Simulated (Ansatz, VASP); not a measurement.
# Cross-check of SnTe between VASP and Ansatz

Wanted: the spread between two codes on one cell, functional and k mesh. The cell is taken from a series of VASP runs on this material, whose earlier steps may have relaxed, scaled or displaced it; both programs get it as it stands.

Main program and level: Ansatz 0.2.0; plane waves, with VASP 6.6.1 beside it; band structure at r2SCAN, single point at r2SCAN and band structure at r2SCAN, spin-orbit coupling.

## (1) Starting point

The structure is cubic, space group Fm-3m (No. 225). Conventional cell: a = 6.378 Å, b = 6.378 Å, c = 6.378 Å, α = 90.00°, β = 90.00°, γ = 90.00°. Nearest to Sn lie 6 Te at 3.19 Å. Te has 6 Sn at 3.19 Å nearest. Farther neighbours and most contacts between anions are not listed.

## (2) Ansatz: band structure, r2SCAN

Ansatz runs on its default PAW (the set named soft_2) files.

The same path points are solved in both programs, so levels can be compared one by one.

input.yaml reads:

```yaml
crystal:
  lattice:
    - [0.0, 3.1889531428, 3.1889531428]
    - [3.1889531428, 0.0, 3.1889531428]
    - [3.1889531428, 3.1889531428, 0.0]
  atoms:
    - { symbol: Sn, position: [0.0, 0.0, 0.0] }
    - { symbol: Te, position: [0.5, 0.5, 0.5] }
hamiltonian:
  xc: r2scan
  pseudopotentials: { kind: paw }
kpoints:
  mp_grid: { grid: [6, 6, 6] }
  band_path:
    path:
      - [0.0, 0.0, 0.0]
      - [0.16667, 0.0, 0.16667]
      - [0.33333, 0.0, 0.33333]
      - [0.5, 0.0, 0.5]
      - [0.5, 0.08333, 0.58333]
      - [0.5, 0.18333, 0.68333]
      - [0.5, 0.25, 0.75]
      - [0.45, 0.3, 0.75]
      - [0.40833, 0.34167, 0.75]
      - [0.35, 0.35, 0.7]
      - [0.225, 0.225, 0.45]
      - [0.075, 0.075, 0.15]
      - [0.03333, 0.03333, 0.03333]
      - [0.23333, 0.23333, 0.23333]
      - [0.4, 0.4, 0.4]
      - [0.5, 0.5, 0.5]
      - [0.51667, 0.46667, 0.51667]
      - [0.55833, 0.38333, 0.55833]
      - [0.60833, 0.28333, 0.60833]
      - [0.60833, 0.25, 0.64167]
      - [0.55833, 0.25, 0.69167]
      - [0.51667, 0.25, 0.73333]
      - [0.5, 0.3, 0.7]
      - [0.5, 0.38333, 0.61667]
      - [0.5, 0.48333, 0.51667]
      - [0.475, 0.475, 0.55]
      - [0.425, 0.425, 0.65]
      - [0.38333, 0.38333, 0.73333]
      - [0.59167, 0.18333, 0.59167]
      - [0.55, 0.1, 0.55]
      - [0.5, 0.0, 0.5]
    npoints: 1
scf:
  occupations: { method: gaussian, width: 0.05 }
  n_extra_bands: 7
output:
  forces: true
  stress: true
  eigenvalues: true
  write_density: true
  write_potential: true
  elf: true
  volumetric_format: npy
```

On the command line:

```console
$ ansatz run input.yaml --threads 2 --pin off --max-ram 4608MiB --backend cpu --events-out ev --progress --plain --runs-dir out
```

Numbers of over 12 decimals in the logs are rounded to 6 here.

The log of the run:

```text
scf.n_extra_bands = 7 over 15 filled bands (N_el = 30.0): the run solves 22 bands
Engine: ansatz 0.2.0, aarch64-unknown-linux-gnu
Pseudopotentials: kind: paw
Pseudopotential: Sn, paw, valence charge 14, recommended cutoff 500 eV (meta_gga), Sn.paw.azcp
Pseudopotential: Te, paw, valence charge 16, recommended cutoff 500 eV (meta_gga), Te.paw.azcp
Functional definition: r2SCAN
  parameter k0 = 0.174
  parameter k1 = 0.065
  parameter a1 = 4.9479
  exchange = r2scan_x(k0 = k0, k1 = k1, a1 = a1)
  correlation = r2scan_c
Crystal: 2 atoms, lattice volume = 64.860 Å³
Basis set: ecut = 500 eV, 1639 PW (Γ), exchange–correlation on 144×144×144 points (64 copies of the dense FFT grid, shifted against one another)
Bands: 22, of which v1, the nominal top of the filled ones, is band 15 counted from 1 (14 counted from 0)
Symmetry: 48 space group operations
Space group: Fm-3m (ITA 225), of the structure as read, at distance tolerance 4.0e-5 Å
k-points: 16 of 216
Non-local potential: Sn, projectors of the file, l = 0: 2, l = 1: 2, l = 2: 2, l = 3: 2
Non-local potential: Te, projectors of the file, l = 0: 2, l = 1: 2, l = 2: 2, l = 3: 2
PAW form: soft (Blöchl's): semilocal exchange-correlation on the pseudo side does not see the compensation charge
PAW frozen core: Sn, regenerated for the run's functional (the file was generated under x = pbe(κ = 0.804, μ = 0.219515), c = pbe(β = 0.066725))
PAW frozen core: Te, regenerated for the run's functional (the file was generated under x = pbe(κ = 0.804, μ = 0.219515), c = pbe(β = 0.066725))
PAW one-centre angular grid: Sn, 590 points (default); XC on 249 of its mesh's 2787 points in the sphere
PAW one-centre angular grid: Te, 590 points (default); XC on 160 Gauss nodes
Initial density: superposition of atomic densities (neutral atoms: chi_scale 0, normalization atom), corrected by the library's trained network
Initial wavefunctions: pseudopotential atomic-orbital guess
Functional: x = r2scan, c = r2scan; τ floored in thin density (d = 2e-4 eV/Å³)
SCF iter   1: F=—  HF=-13033.974179 eV  |F-HF|=—  |Δ(HF+E_count)|=         —  Δρ=3.41e-3  dr2=5.63e-3  dr2_τ=5.69e-4  ethr=1.77e-3  ⟨swp⟩=7.4  Hψ=1957  notcnv=0  defer=2
preconditioner: auto → none  [insulator: Δε(μ)=0.118 eV  Ē_g=11.355 eV  σ=0.050 eV  W_gap=0.90  n_scr=14 (ndim 8)  ℏωp=14.6 eV  f_vac=0.012  D(μ)=0.21/eV (n_scr^D=0)  ε∞_Penn≈2.6]
SCF iter   2: F=—  HF=-13033.981759 eV  |F-HF|=—  |Δ(HF+E_count)|=   7.58e-3  Δρ=1.27e-3  dr2=7.65e-4  dr2_τ=3.08e-5  ethr=1.88e-5  ⟨swp⟩=2.0  Hψ=718  notcnv=0  defer=34
SCF iter   3: F=—  HF=-13033.982050 eV  |F-HF|=—  |Δ(HF+E_count)|=   2.92e-4  Δρ=4.01e-4  dr2=4.91e-5  dr2_τ=3.32e-6  ethr=2.55e-6  ⟨swp⟩=2.0  Hψ=547  notcnv=0  defer=34
SCF iter   4: F=—  HF=-13033.982069 eV  |F-HF|=—  |Δ(HF+E_count)|=   1.87e-5  Δρ=9.75e-5  dr2=2.19e-6  dr2_τ=7.65e-8  ethr=1.64e-7  ⟨swp⟩=2.0  Hψ=478  notcnv=0  defer=34
iter 5 did not close the SCF: its close was put off for the readings that it lacked (scf_convergence_deferred on its scf_iter line)
SCF iter   5: F=-13033.982072 eV  HF=-13033.982072 eV  |F-HF|=3.31e-8  |Δ(HF+E_count)|=   2.40e-6  Δρ=1.03e-5  dr2=6.25e-8  dr2_τ=8.65e-10  ethr=7.30e-9  ⟨swp⟩=2.7  Hψ=488  notcnv=0  defer=34
SCF iter   6: F=-13033.982072 eV  HF=-13033.982072 eV  |F-HF|=7.92e-9  |Δ(HF+E_count)|=   6.42e-9  Δρ=5.44e-6  dr2=2.09e-8  dr2_τ=1.87e-10  ethr=2.08e-10  ⟨swp⟩=11.3  Hψ=2400  notcnv=0
SCF 1 converged in 6 iterations: F = -13033.982072 eV  dr2 = 2.09e-8
  greatest PAW one-centre occupation: 0.997 electrons in one spin orbital (limit 2), on the Te atom at site 1 (counted from 0), in its partial waves of l = 2
NSCF: frozen V_eff on 31 k-points
SCF converged after 6 iterations
Free energy (F): -13033.982072 eV
Harris-Foulkes:  -13033.982072 eV  (|F-HF|=7.92e-9)
Internal energy: -13033.981940 eV  (E = F + TS)
E sigma→0 (E₀):  -13033.982006 eV
Entropy (-TS):   -0.000132 eV (-0.066 meV/atom)
Fermi energy:    9.267443 eV
--- Per-component energies (eV) ---
  E_band       = -388.863350
  E_kinetic    = 364.737356
  E_local      = -2208.486975  (includes V_loc(G=0)·N_el)
  E_nonlocal   = -343.709784
  E_hartree    = 1375.639445
  E_xc         = -490.637998
  E_vxc        = -216.679219  (∫ρ·V_xc dr)
  E_paw        = -8842.008762  (= ΣΔE_a)
  E_vpaw       = -749.388295  (= ΣTr[D̂ρ^β])
  E_aug_tail   = -0.000037  (compensation charges beyond the density's cutoff)
  E_vtau       = 13.383105  (kinetic-family band-sum trace: ∫τ·v_τ [+ j·A + Jᵃ·Aᵃ] dr)
  E_ewald      = -2890.535360
  E_core_change = 1.020175  (= ΣΔE_core)
  E_smearing   = -0.000132  (= −TS)
  E_closure    = 0.000000  (closes the sum)
  Σ components = -13033.982072   (vs F -13033.982072, Δ=0.00e0)
--- Forces (eV/Å), atoms counted from 1 ---
  atom   1  Sn    -0.00000000    -0.00000000     0.00000000
  atom   2  Te     0.00000000    -0.00000000    -0.00000000
  max |Σ_I F_I| component: 4.04e-29 eV/Å
--- Stress (GPa, compression-positive) ---
        0.013106       0.000000       0.000000
        0.000000       0.013106       0.000000
        0.000000       0.000000       0.013106
  P = ⅓ Tr σ = 0.0131 GPa (0.131 kbar)
--- Band table (eV; the first three rows and the last of 16) ---
  k-point 0: bands = [... 11 lower, 4.3155, 6.8178, 6.8178, 6.8178, 12.5556, 12.5556, 12.5556, 14.2549, ... 3 higher]
  k-point 1: bands = [... 11 lower, 3.1531, 6.8683, 6.8683, 7.6366, 11.4989, 11.4989, 11.6009, 14.2534, ... 3 higher]
  k-point 2: bands = [... 11 lower, 1.4496, 7.0354, 7.0354, 8.5332, 10.1288, 10.1288, 10.2589, 15.3611, ... 3 higher]
  k-point 15: bands = [... 11 lower, 1.7363, 3.8281, 4.6837, 7.1313, 11.2873, 12.9050, 14.6275, 14.8873, ... 3 higher]
```

It took 4 s on 2 threads of Arm Neoverse V1, shared host; peak memory 0.53 GiB.

## (3) VASP: band structure, r2SCAN

The same cell, functional, mesh and smearing now go to VASP, with its own data sets and cutoff.

Lines of VASP's logs that name or quote its potential files are left out, and so is its time.

INCAR reads:

```
SYSTEM = SnTe
PREC = Accurate
ENCUT = 400
EDIFF = 1E-06
NELM = 100
ISMEAR = 0
SIGMA = 0.05
LREAL = .FALSE.
ALGO = Normal
METAGGA = R2SCAN
LASPH = .TRUE.
NBANDS = 22
LORBIT = 11
LWAVE = .FALSE.
LCHARG = .FALSE.
KPAR = 2
```

POSCAR reads:

```
SnTe
1.0
    0.0000000000      3.1889531428      3.1889531428
    3.1889531428      0.0000000000      3.1889531428
    3.1889531428      3.1889531428      0.0000000000
Sn Te
1 1
Direct
    0.0000000000      0.0000000000      0.0000000000
    0.5000000000      0.5000000000      0.5000000000
```

KPOINTS reads:

```
Automatic mesh
0
Gamma
6 6 6
0 0 0
```

KPOINTS_OPT reads:

```
Line mode
16
Line-mode
Reciprocal
  0.00000000   0.00000000   0.00000000 GAMMA
  0.50000000   0.00000000   0.50000000 X

  0.50000000   0.00000000   0.50000000 X
  0.50000000   0.25000000   0.75000000 W

  0.50000000   0.25000000   0.75000000 W
  0.37500000   0.37500000   0.75000000 K

  0.37500000   0.37500000   0.75000000 K
  0.00000000   0.00000000   0.00000000 GAMMA

  0.00000000   0.00000000   0.00000000 GAMMA
  0.50000000   0.50000000   0.50000000 L

  0.50000000   0.50000000   0.50000000 L
  0.62500000   0.25000000   0.62500000 U

  0.62500000   0.25000000   0.62500000 U
  0.50000000   0.25000000   0.75000000 W

  0.50000000   0.25000000   0.75000000 W
  0.50000000   0.50000000   0.50000000 L

  0.50000000   0.50000000   0.50000000 L
  0.37500000   0.37500000   0.75000000 K

  0.62500000   0.25000000   0.62500000 U
  0.50000000   0.00000000   0.50000000 X
```

The projector-augmented-wave data sets are Sn_d and Te (PBE family, release 64).

On the command line:

```console
$ mpirun -np 2 vasp_std
```

The log of the run:

```text
[banner, memory and clock lines left out]
running    2 mpi-ranks, on    1 nodes
 distrk:  each k-point on    1 cores,    2 groups
 distr:  one band on    1 cores,    1 groups

 POSCAR found type information on POSCAR SnTe
 POSCAR found :  2 types and       2 ions
|                                                                             |
|               ----> ADVICE to this user running VASP <----                  |
|                                                                             |
|     You enforced a specific xc type in the INCAR file but a different       |
|     [... a line on the potential file left out ...]
|     I HOPE YOU KNOW WHAT YOU ARE DOING!                                     |
|                                                                             |

 LDA part: xc-table for (None), standard interpolation
 POSCAR, INCAR and KPOINTS ok, starting setup
 FFT: planning ... GRIDC
 FFT: planning ... GRID_SOFT
 FFT: planning ... GRID
 WAVECAR not read
 entering main loop
       N       E                     dE             d eps       ncg     rms          rms(c)
DAV:   1     0.896478623279E+02    0.89648E+02   -0.80748E+03   766   0.916E+02
DAV:   2    -0.390273478897E+02   -0.12868E+03   -0.12365E+03   750   0.293E+02
DAV:   3    -0.533402556286E+02   -0.14313E+02   -0.14211E+02   832   0.775E+01
DAV:   4    -0.537836554834E+02   -0.44340E+00   -0.44322E+00   850   0.143E+01
DAV:   5    -0.537981969887E+02   -0.14542E-01   -0.14541E-01   974   0.261E+00    0.446E+00
DAV:   6    -0.506784441483E+02    0.31198E+01   -0.63379E-01   920   0.896E+00    0.309E+00
DAV:   7    -0.506778926534E+02    0.55149E-03   -0.83136E-02   788   0.165E+00    0.100E+00
DAV:   8    -0.506814861191E+02   -0.35935E-02   -0.77675E-03   886   0.508E-01    0.507E-01
DAV:   9    -0.506818844283E+02   -0.39831E-03   -0.11150E-03   800   0.144E-01    0.167E-01
DAV:  10    -0.506819432877E+02   -0.58859E-04   -0.13668E-04   986   0.886E-02    0.604E-02
DAV:  11    -0.506819727588E+02   -0.29471E-04   -0.52300E-05   818   0.471E-02    0.297E-02
DAV:  12    -0.506819725002E+02    0.25861E-06   -0.55147E-06   892   0.272E-02
   1 F= -.50681973E+02 E0= -.50681903E+02  d E =-.138832E-03
 Start KPOINTS_OPT (optional k-point list driver)
k-point batch [1-16\160]
       N       E                     dE             ncg
DAV:   1     0.116165788382E+02   -0.49161E+04      740
DAV:   2    -0.218730897046E+04   -0.21989E+04      788
DAV:   3    -0.243194779359E+04   -0.24464E+03      826
DAV:   4    -0.243945816146E+04   -0.75104E+01      872
DAV:   5    -0.243972202751E+04   -0.26387E+00      978
DAV:   6    -0.243972812948E+04   -0.61020E-02      940
DAV:   7    -0.243972825950E+04   -0.13002E-03      992
DAV:   8    -0.243972826090E+04   -0.13992E-05      692
DAV:   9    -0.243972826099E+04   -0.90239E-07      614
[...]
k-point batch [145-160\160]
       N       E                     dE             ncg
DAV:   1    -0.218733450072E+03   -0.90967E+04      750
DAV:   2    -0.231472545595E+04   -0.20960E+04      742
DAV:   3    -0.254263633380E+04   -0.22791E+03      864
DAV:   4    -0.254954036731E+04   -0.69040E+01      912
DAV:   5    -0.254978246040E+04   -0.24209E+00      888
DAV:   6    -0.254978966384E+04   -0.72034E-02     1032
DAV:   7    -0.254978984950E+04   -0.18567E-03      906
DAV:   8    -0.254978985070E+04   -0.11989E-05      824
DAV:   9    -0.254978985080E+04   -0.96713E-07      504
```

From OUTCAR (step 3):

```text
ion  position               nearest neighbor table
   1  0.000  0.000  0.000-   2 3.19   2 3.19   2 3.19   2 3.19   2 3.19   2 3.19
   2  0.500  0.500  0.500-   1 3.19   1 3.19   1 3.19   1 3.19   1 3.19   1 3.19

  LATTYP: Found a face centered cubic cell.
 ALAT       =     6.3779062856

 Subroutine GETGRP returns: Found 48 space group operations
 (whereof 48 operations were pure point group operations)

The static configuration has the point symmetry O_h .

 Found     16 irreducible k-points:

   k-points           NKPTS =     16   k-points in BZ     NKDIM =     16   number of bands    NBANDS=     22

   dimension x,y,z NGX =    30 NGY =   30 NGZ =   30
   dimension x,y,z NGXF=    60 NGYF=   60 NGZF=   60

   ENCUT  =  400.0 eV  29.40 Ry    5.42 a.u.   7.35  7.35  7.35*2*pi/ulx,y,z

   NELECT =      20.0000    total number of electrons

 k-points in reciprocal lattice and weights: Automatic mesh
   0.00000000  0.00000000  0.00000000       0.005
   0.16666667  0.00000000  0.00000000       0.037
   0.33333333  0.00000000  0.00000000       0.037
   0.50000000  0.00000000  0.00000000       0.019
   0.16666667  0.16666667  0.00000000       0.028
   0.33333333  0.16666667  0.00000000       0.111
   0.50000000  0.16666667  0.00000000       0.111
  -0.33333333  0.16666667  0.00000000       0.111
  -0.16666667  0.16666667  0.00000000       0.056
[...]
-0.33333333  0.33333333  0.16666667       0.111
  -0.33333333  0.50000000  0.16666667       0.056

 average (electrostatic) potential at core
       1-106.6556       2 -93.1034

 E-fermi :   6.6332

 k-point     1 :       0.0000    0.0000    0.0000
  band No.  band energies     occupation
    ...
      6      -6.6546      2.00000
      7       1.6788      2.00000
      8       4.1854      2.00000
      9       4.1854      2.00000
     10       4.1854      2.00000
     11       9.9248      0.00000
     12       9.9249      0.00000
     13       9.9249      0.00000
     14      11.6025      0.00000
     15      11.6025      0.00000
    ...

 k-point     2 :       0.1667    0.0000    0.0000
  band No.  band energies     occupation
    ...
      6      -6.4230      2.00000
      7       0.5172      2.00000
      8       4.2361      2.00000
      9       4.2362      2.00000
     10       5.0031      2.00000
     11       8.8649      0.00000
     12       8.8650      0.00000
     13       8.9679      0.00000
     14      11.6104      0.00000
     15      12.1627      0.00000
    ...

 k-point     3 :       0.3333    0.0000    0.0000
  band No.  band energies     occupation
    ...
      6      -5.8236      2.00000
      7      -1.1862      2.00000
      8       4.4040      2.00000
      9       4.4040      2.00000
     10       5.8991      2.00000
     11       7.4940      0.00000
     12       7.4940      0.00000
     13       7.6248      0.00000
     14      12.7207      0.00000
     15      13.7024      0.00000
    ...

  Total        0.0130157      0.0130157      0.0130157      0.0000000      0.0000000     -0.0000000
  in kB        0.3215158      0.3215158      0.3215158      0.0000000      0.0000000     -0.0000000
  external PRESSURE =       0.3215158 kB  Pullay stress =       0.0000000 kB

  energy-cutoff  :      400.00
  volume of cell :       64.86
      direct lattice vectors                 reciprocal lattice vectors
     0.000000000  3.188953143  3.188953143    -0.156791266  0.156791266  0.156791266
     3.188953143  0.000000000  3.188953143     0.156791266 -0.156791266  0.156791266
     3.188953143  3.188953143  0.000000000     0.156791266  0.156791266 -0.156791266

 POSITION                                       TOTAL-FORCE (eV/Angst)
 -----------------------------------------------------------------------------------
      0.00000      0.00000      0.00000         0.000000      0.000000      0.000000
      3.18895      3.18895      3.18895         0.000000      0.000000     -0.000000
 -----------------------------------------------------------------------------------
    total drift:                               -0.000000      0.000000      0.000000

  FREE ENERGIE OF THE ION-ELECTRON SYSTEM (eV)
  ---------------------------------------------------
  free  energy   TOTEN  =       -50.6819725002 eV

  energy  without entropy=      -50.6818336678  energy(sigma->0) =      -50.68190308

 total charge
# of ion       s       p       d       tot
------------------------------------------
    1        1.351   0.724   9.978  12.053
    2        1.383   2.004   0.027   3.414
--------------------------------------------------
tot          2.735   2.727  10.004  15.467

[... 3 further parts left out ...]
```

The run ends at a pressure of 0.03 GPa.

## (4) Comparison

Known differences besides the potentials themselves: VASP keeps PBE cores, Ansatz makes them for the functional; the data sets hold 30 valence electrons in Ansatz (default PAW (the set named soft_2) files) and 20 in VASP; the cutoff is 500 eV in Ansatz and 400 eV in VASP. Total energies have different zeros and are not compared.

Compared:

```
                     quantity  Ansatz   VASP  difference
               pressure (GPa)    0.01   0.03       -0.02
gap over the path points (eV)   0.144  0.142      +0.002
```

Levels at points of the path, from each program's valence-band top (eV; 4 filled, then empty):

```
k (reciprocal lattice)                                  Ansatz                                    VASP
     0.000 0.000 0.000  -4.88 -2.38 -2.38 -2.38 3.36 3.36 3.36  -4.88 -2.38 -2.38 -2.38 3.36 3.36 3.36
     0.167 0.000 0.167  -6.03 -2.85 -2.85 -0.95 0.93 3.55 3.55  -6.03 -2.85 -2.85 -0.95 0.93 3.55 3.55
     0.333 0.000 0.333  -6.91 -3.76 -3.61 -3.61 2.84 3.82 4.35  -6.92 -3.76 -3.61 -3.61 2.84 3.82 4.35
     0.500 0.000 0.500  -6.73 -5.71 -3.93 -3.93 2.47 4.93 4.93  -6.74 -5.71 -3.93 -3.93 2.46 4.94 4.94
     0.500 0.083 0.583  -7.02 -5.62 -4.10 -3.35 2.81 3.92 5.05  -7.03 -5.62 -4.10 -3.35 2.81 3.92 5.06
     0.500 0.183 0.683  -7.52 -5.30 -4.61 -1.78 1.74 3.93 5.54  -7.53 -5.30 -4.61 -1.78 1.74 3.92 5.54
     0.500 0.250 0.750  -7.64 -4.97 -4.97 -1.02 0.85 4.82 4.82  -7.64 -4.98 -4.98 -1.02 0.84 4.81 4.81
     0.450 0.300 0.750  -7.65 -5.19 -4.50 -1.56 1.42 4.18 5.35  -7.66 -5.19 -4.50 -1.56 1.42 4.18 5.34
     0.408 0.342 0.750  -7.68 -5.29 -3.85 -2.38 2.32 3.68 4.66  -7.68 -5.29 -3.85 -2.38 2.32 3.68 4.65
     0.350 0.350 0.700  -7.87 -5.15 -3.22 -2.52 2.47 2.82 4.99  -7.88 -5.15 -3.22 -2.52 2.46 2.82 4.98
```

Among the levels compared at these points, filled levels agree within 7 meV and empty ones within 9 meV. Ansatz's pressure holds a Pulay correction of 0.01 GPa; VASP's holds none.

## (5) Other set-ups

Further runs change the set-up of one program: Ansatz's method, potentials or start, or VASP's data sets, cutoff or form of LDA. The table gives Ansatz less VASP for each quantity, since a change that brings one quantity closer may part another.

```
                              run  pressure (GPa)  gap over the path points (eV)
                         as above          -0.019                         0.0020
Ansatz's all-electron LAPW method         -0.0086                         0.0017
```

[end of part 1 of 2]

[Lines on the potential files, build, host, timing and source positions are cut from VASP's logs without a mark.]

[Logs are printed without paths, hosts, clocks, repeated set-up lines and the standing remarks that a program may print on its own settings, such as how far it seeks lower states.]

[Hosts, paths, dates, database ids (printed as entryN), source tags and the programs' standing remarks are cut or masked in the printed files.]
